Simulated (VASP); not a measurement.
Input:

Space group Fm-3m (No. 225); a = b = c = 5.461 Å, α = β = γ = 90.00°

```tsv
atom	site	symmetry	x	y	z
Ca	4a	m-3m	0.0000	0.0000	0.0000
F	8c	-43m	0.2500	0.2500	0.2500
```
(The calculation used a cell of 3 atoms; values per cell refer to that cell.)

Level of theory: vdW-DF-cx, VASP's PBE PAW potentials (set 64) (plane waves; VASP 6.6.1). Numerical set-up: 520 eV cut-off, 7×7×7 Γ-centred mesh, Gaussian smearing of 0.050 eV, potentials Ca_sv F.

### Question
Give the energy at these volumes per atom, relative to the lowest: 12.71, 13.11, 13.52, 13.92, 14.33 Å³.

### Answer
15.8, 4.2, 0.0, 2.2, 9.8 meV/atom. A third-order Birch-Murnaghan fit gives B0 = 81.9 GPa and B0′ = 4.8.

Measured: bulk modulus 83.0 GPa (computed value off by -1.3 %), as given by On the Morphology of Group II Metal Fluoride Nanocrystals at Finite Temperature and Partial Pressure of HF, PMC6154342; a 5.466 Å (computed value off by -0.1 %), as given by M. Råsander et al., The Journal of Chemical Physics (2015), arXiv:1505.02379. The calculation is for a static lattice, while the measured bulk modulus, a hold thermal and zero-point effects, which are part of the difference.

The compound is CaF2 in the fluorite structure. It was relaxed first.
